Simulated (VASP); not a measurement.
# NaH (relaxed from the NiAs type structure, space group P6_3/mmc): computed properties

Calculation: PBEsol GGA, VASP's PBE PAW potentials (set 64) (plane waves; VASP 6.6.1).

- space group: P6_3/mmc (194)
- cell: a = 3.290 Å, b = 3.290 Å, c = 5.808 Å, α = 90.00°, β = 90.00°, γ = 120.00°
- volume per atom: 13.61 Å³/atom
- band gap (over mesh and band path): 3.20 eV
- smallest direct gap (over mesh and band path): 4.36 eV
- band-edge character: indirect, K-Γ at 0.22 to Γ
- density: 1.46 g/cm³

```xyz
4
Lattice="3.2904 0.0000 0.0000 -1.6452 2.8496 0.0000 0.0000 0.0000 5.8077" Properties=species:S:1:pos:R:3 pbc="T T T"
Na    -1.6452     2.8496     0.0000
Na    -1.6452     2.8496     2.9039
H      0.0000     1.8997     1.4519
H      1.6452     0.9499     4.3558
```

The structure was generated: NaH was put into the NiAs type type (P6_3/mmc), which need not be its known phase. It was relaxed first, which changed the volume by +46 %. Symmetry was kept, so distortions that lower it aren't found.
